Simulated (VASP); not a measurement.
# NbTlTe2 (P4/mmm) in VASP: further runs, part 2 of 2

VASP 6.6.1.

**4. Relaxation of cell and atoms, vdW-DF, collinear spin, ferromagnetic start**

run.py

```python
from ase.calculators.vasp import Vasp
from ase.filters import FrechetCellFilter
from ase.optimize import BFGS
from ase.spacegroup import crystal

atoms = crystal(
    ['Nb', 'Tl', 'Te'],
    basis=[[0.5, 0.5, 0.0], [0.5, 0.5, 0.5], [0.0, 0.0, 0.80937]],
    spacegroup=123,
    setting=1,
    cellpar=[3.49089, 3.49089, 8.60129, 90.0, 90.0, 90.0],
    primitive_cell=True,
)
atoms.set_initial_magnetic_moments([0.5, 0.0, 0.0, 0.0])
calc = Vasp(
    directory='calc',
    xc='vdw-df',
    pp='PBE',
    setups='materialsproject',
    prec='Accurate',
    encut=600,
    ediff=1e-06,
    ismear=-5,
    sigma=0.05,
    lreal=False,
    lasph=True,
    nelm=80,
    algo='Normal',
    isif=2,
    lwave=False,
    lcharg=False,
    ispin=2,
    lorbit=11,
    lmaxmix=4,
    kpts=[6, 6, 3],
    gamma=True,
)
atoms.calc = calc
opt = BFGS(FrechetCellFilter(atoms), trajectory='relax.traj')
converged = opt.run(fmax=0.01, steps=40)
print('converged:', converged)

print('energy (eV):', atoms.get_potential_energy())
print('free energy (eV):', atoms.get_potential_energy(force_consistent=True))
print('forces (eV/A):')
print(atoms.get_forces())
print('stress (eV/A^3, Voigt):', atoms.get_stress())
print('Fermi level (eV):', calc.get_fermi_level())
print('moment (muB):', atoms.get_magnetic_moment())
print('site moments (muB):', atoms.get_magnetic_moments())
print('cell (A, degrees):', atoms.cell.cellpar())
print('volume (A^3):', atoms.get_volume())
print('scaled positions:')
print(atoms.get_scaled_positions())
```

Potentials or basis: VASP PAW PBE potentials, release 64 (Nb_pv, Tl_d, Te).

The run is started by

```sh
> python run.py
```

Wall time 25 min (1 thread of Intel Xeon 6975P-C (Granite Rapids), shared host); peak memory 0.65 GiB.

The run converged. Its results:

* Free energy: -7.6798 eV
* Relaxed volume: 28.48 Å³/atom
* Relaxed cell: a = 3.547 Å, b = 3.547 Å, c = 9.057 Å, α = 90.00°, β = 90.00°, γ = 90.00°
* Space group after relaxing (to 0.05 Å): P4/mmm (No. 123)
* Energy gained by relaxing: 26.5 meV/atom
* Ionic steps: 12
* Pressure after relaxing: 0.0 GPa
* Band gap on the k mesh: none (metal or under the smearing width)
* Net moment: 0.00 μB per cell
* Valence electrons inside the program's atomic spheres: Nb 9.38; Tl 11.14; Te 3.40

The path:
| step | energy change (eV) | largest force (eV/Å) | pressure (GPa) | volume (Å³) |
| --- | --- | --- | --- | --- |
| 1 | 0.0000 | 0.3124 | 4.54 | 104.82 |
| 2 | -0.0245 | 0.2279 | 3.90 | 105.66 |
| 3 | -0.0825 | 0.3546 | 0.25 | 110.79 |
| 4 | -0.0853 | 0.2929 | 0.38 | 110.70 |
| 5 | -0.0919 | 0.0065 | 0.51 | 111.37 |
| 6 | -0.0926 | 0.0207 | 0.22 | 112.15 |
| 7 | -0.0927 | 0.0088 | -0.14 | 113.04 |
| 8 | -0.0934 | 0.0017 | -0.29 | 113.45 |
| 9 | -0.0975 | 0.0199 | -0.48 | 114.19 |
| 10 | -0.1029 | 0.0215 | -0.42 | 114.53 |
| 11 | -0.1056 | 0.0108 | -0.18 | 114.23 |
| 12 | -0.1061 | 0.0016 | -0.03 | 113.91 |

Final structure:
```cif
data_structure
_symmetry_space_group_name_H-M 'P 1'
_symmetry_Int_Tables_number 1
_cell_length_a 3.5465
_cell_length_b 3.5465
_cell_length_c 9.0567
_cell_angle_alpha 90.000
_cell_angle_beta 90.000
_cell_angle_gamma 90.000
_cell_volume 113.91
loop_
_atom_site_label
_atom_site_type_symbol
_atom_site_fract_x
_atom_site_fract_y
_atom_site_fract_z
_atom_site_occupancy
Nb1 Nb 0.50000 0.50000 0.00000 1
Tl1 Tl 0.50000 0.50000 0.50000 1
Te1 Te 0.00000 0.00000 0.81453 1
Te2 Te 0.00000 0.00000 0.18547 1
```

Levels at points of the mesh, in eV from the Fermi level:
Spin up:
| k point | band 15 | band 16 | band 17 | band 18 | band 19 | band 20 | band 21 | band 22 |
| --- | --- | --- | --- | --- | --- | --- | --- | --- |
| (0.00, 0.00, 0.00) | -1.44 | -1.44 | -0.37 | -0.37 | 0.38 | 0.92 | 3.32 | 3.32 |
| (0.50, 0.00, 0.00) | -1.88 | -1.84 | -0.99 | -0.21 | 0.48 | 1.08 | 1.96 | 2.14 |
| (0.50, 0.50, 0.00) | -4.19 | -3.68 | -0.17 | 0.07 | 0.14 | 0.14 | 1.60 | 2.14 |
Spin down:
```
           k point  band 15  band 16  band 17  band 18  band 19  band 20  band 21  band 22
(0.00, 0.00, 0.00)    -1.44    -1.44    -0.37    -0.37     0.38     0.92     3.32     3.33
(0.50, 0.00, 0.00)    -1.88    -1.84    -0.99    -0.21     0.48     1.08     1.96     2.14
(0.50, 0.50, 0.00)    -4.19    -3.68    -0.17     0.07     0.14     0.14     1.60     2.13
```

Caveat: the PAW data sets were made with another functional, which shifts forces and pressure a little. The run has no spin-orbit coupling, so splittings on Te, Tl are missing.

**5. Single point, LDA+U (volume scaled by 0.8)**

run.py

```python
from ase.calculators.vasp import Vasp
from ase.dft.bandgap import bandgap
from ase.io import read

atoms = read('NbTlTe2.cif')
calc = Vasp(
    directory='calc',
    xc='lda',
    pp='LDA',
    setups='recommended',
    prec='Accurate',
    encut=520,
    ediff=1e-07,
    ismear=0,
    sigma=0.1,
    lreal=False,
    lasph=True,
    nelm=60,
    algo='Fast',
    isif=2,
    lwave=False,
    lcharg=True,
    lmaxmix=4,
    ldautype=2,
    ldauprint=1,
    lelf=True,
    lvhar=True,
    ldau_luj={'Nb': {'L': 2, 'U': 6, 'J': 0.5}},
    kpts=[8, 8, 3],
    gamma=True,
    nbands=27,
)
atoms.calc = calc

print('energy (eV):', atoms.get_potential_energy())
print('free energy (eV):', atoms.get_potential_energy(force_consistent=True))
print('forces (eV/A):')
print(atoms.get_forces())
print('stress (eV/A^3, Voigt):', atoms.get_stress())
print('Fermi level (eV):', calc.get_fermi_level())
gap, top, bottom = bandgap(calc)
print('band gap (eV):', gap, 'from (spin, k, band)', top, 'to', bottom)
```

NbTlTe2.cif

```cif
data_NbTlTe2
_cell_length_a 3.24065521
_cell_length_b 3.24065521
_cell_length_c 7.98473032
_cell_angle_alpha 90.00000000
_cell_angle_beta 90.00000000
_cell_angle_gamma 90.00000000
_space_group_name_H-M_alt 'P1'
_space_group_name_Hall 'P 1'
_space_group_IT_number 1
loop_
_space_group_symop_operation_xyz
'x,y,z'
loop_
_atom_site_label
_atom_site_type_symbol
_atom_site_symmetry_multiplicity
_atom_site_Wyckoff_symbol
_atom_site_fract_x
_atom_site_fract_y
_atom_site_fract_z
_atom_site_occupancy
Nb1 Nb 1 a 0.5000000000 0.5000000000 0.0000000000 1
Tl1 Tl 1 a 0.5000000000 0.5000000000 0.5000000000 1
Te1 Te 1 a 0.0000000000 0.0000000000 0.8093700000 1
Te2 Te 1 a 0.0000000000 0.0000000000 0.1906300000 1
```

Potentials or basis: VASP PAW LDA potentials, release 64 (Nb_sv, Tl_d, Te).

The run is started by

```sh
> python run.py
```

The program printed:

```text
energy (eV): -17.12444384
free energy (eV): -17.12838653
forces (eV/A):
[[ 0.         -0.          0.        ]
 [ 0.         -0.          0.        ]
 [ 0.          0.         -2.48096433]
 [-0.         -0.          2.48096433]]
stress (eV/A^3, Voigt): [-0.14934604 -0.14934604 -0.12718275  0.          0.         -0.        ]
Fermi level (eV): 11.36512888
band gap (eV): 0.0 from (spin, k, band) (None, None, None) to (None, None, None)
```

OUTCAR:

```text
ENCUT = 520.000000
   EDIFF = 1.00e-07
   PREC = Accurate
   ISIF = 2
   ISMEAR = 0
   NELM = 60
   LASPH = .TRUE.
   LREAL = .FALSE.

 ion  position               nearest neighbor table
   1  0.500  0.500  0.000-   3 2.75   4 2.75   3 2.75   4 2.75   3 2.75   4 2.75   3 2.75   4 2.75

   2  0.500  0.500  0.500-   3 3.37   4 3.37   3 3.37   4 3.37   3 3.37   4 3.37   3 3.37   4 3.37
[... 970 lines left out ...]
  external PRESSURE =     227.4422296 kB  Pullay stress =       0.0000000 kB

 VOLUME and BASIS-vectors are now :
 -----------------------------------------------------------------------------
  energy-cutoff  :      520.00
  volume of cell :       83.85
      direct lattice vectors                 reciprocal lattice vectors
     3.240655210  0.000000000  0.000000000     0.308579573  0.000000000  0.000000000
     0.000000000  3.240655210  0.000000000     0.000000000  0.308579573  0.000000000
     0.000000000  0.000000000  7.984730320     0.000000000  0.000000000  0.125239045

 POSITION                                       TOTAL-FORCE (eV/Angst)
 -----------------------------------------------------------------------------------
      1.62033      1.62033      0.00000         0.000000     -0.000000      0.000000
      1.62033      1.62033      3.99237         0.000000     -0.000000      0.000000
      0.00000      0.00000      6.46260         0.000000      0.000000     -2.480964
      0.00000      0.00000      1.52213        -0.000000     -0.000000      2.480964
 -----------------------------------------------------------------------------------
    total drift:                                0.000000     -0.000000     -0.000000

  FREE ENERGIE OF THE ION-ELECTRON SYSTEM (eV)
  ---------------------------------------------------
  free  energy   TOTEN  =       -17.1283865322 eV

  energy  without entropy=      -17.1205011438  energy(sigma->0) =      -17.12444384
```

INCAR:

```text
ENCUT = 520.000000
SIGMA = 0.100000
EDIFF = 1.00e-07
ALGO = Fast
PREC = Accurate
ISIF = 2
ISMEAR = 0
LDAUPRINT = 1
LDAUTYPE = 2
LMAXMIX = 4
NBANDS = 27
NELM = 60
LASPH = .TRUE.
LCHARG = .TRUE.
LELF = .TRUE.
LVHAR = .TRUE.
LWAVE = .FALSE.
LREAL = .FALSE.
LDAU = .TRUE.
LDAUL = 2 -1 -1
LDAUU = 6.000 0.000 0.000
LDAUJ = 0.500 0.000 0.000
```

Wall time 49 s (1 thread of Intel Xeon 6975P-C (Granite Rapids), shared host); peak memory 0.2 GiB.

What came out:

```
Free energy            : -17.1284 eV
Pressure               : 22.7 GPa
Largest force          : 2.481 eV/Å
Band gap on the k mesh : none (metal or under the smearing width)
```

Forces on the atoms (eV/Å):
```
Nb   0.000  0.000  0.000
Tl   0.000  0.000  0.000
Te   0.000  0.000 -2.481
Te   0.000  0.000  2.481
```

Levels at points of the mesh, in eV from the Fermi level:
```
           k point  band 16  band 17  band 18  band 19  band 20  band 21  band 22  band 23
(0.00, 0.00, 0.00)    -1.82    -1.82    -0.41    -0.41     0.85     1.44     5.01     5.13
(0.50, 0.00, 0.00)    -2.54    -2.19    -1.58     0.12     0.73     1.78     2.36     3.19
(0.50, 0.50, 0.00)    -4.35    -3.70    -0.25    -0.23    -0.23     0.36     0.76     2.87
```

Eigenvalues of the final occupation matrices:
| site | spin | trace | eigenvalues |
| --- | --- | --- | --- |
| site 1 d | 1 | 1.16 | 0.21 0.21 0.21 0.24 0.29 |
| site 1 d | 2 | 1.16 | 0.21 0.21 0.21 0.24 0.29 |

Caveat: U without spin polarisation on a metal has little footing; the U is typed as a test and isn't derived for this compound. The run has no spin-orbit coupling, so splittings on Te, Tl are missing.

**6. Overview**

| task | level | potentials or basis | spin | U | cell | k mesh | cutoff (eV) | smearing | optimiser | LDAUTYPE | hund's J | gap on the mesh (eV) | pressure (GPa) | relaxed volume (Å³/atom) |
| --- | --- | --- | --- | --- | --- | --- | --- | --- | --- | --- | --- | --- | --- | --- |
| relaxation of cell and atoms | PBE | VASP PAW PBE potentials, release 64 (Nb_sv, Tl_d, Te) | off | - | relaxed | 8 × 8 × 3 | 600 | gaussian 0.05 eV | - | - | - | none | 0.0 | 26.13 |
| relaxation of the atoms | RPBE | VASP PAW PBE potentials, release 64 (Nb_sv, Tl_d, Te) | off | - | atoms relaxed | 8 × 8 × 3 | 520 | gaussian 0.05 eV | - | - | - | none | 1.6 | - |
| relaxation of cell and atoms | vdW-DF | VASP PAW PBE potentials, release 64 (Nb_pv, Tl_d, Te) | collinear, ferromagnetic start | - | relaxed | 6 × 6 × 3 | 600 | tetrahedron | BFGS | - | - | none | 0.0 | 28.48 |
| single point | LDA+U | VASP PAW LDA potentials, release 64 (Nb_sv, Tl_d, Te) | off | Nb d U = 6 eV, J = 0.5 eV | volume scaled by 0.8 | 8 × 8 × 3 | 520 | gaussian 0.1 eV | - | 2 | 0.5 | none | 22.7 | - |

Caveats: the PAW data sets were made with another functional, which shifts forces and pressure a little (some runs); U without spin polarisation on a metal has little footing (some runs); the U is typed as a test and isn't derived for this compound (some runs).

Absolute energies hang on the potentials; compare differences alone.
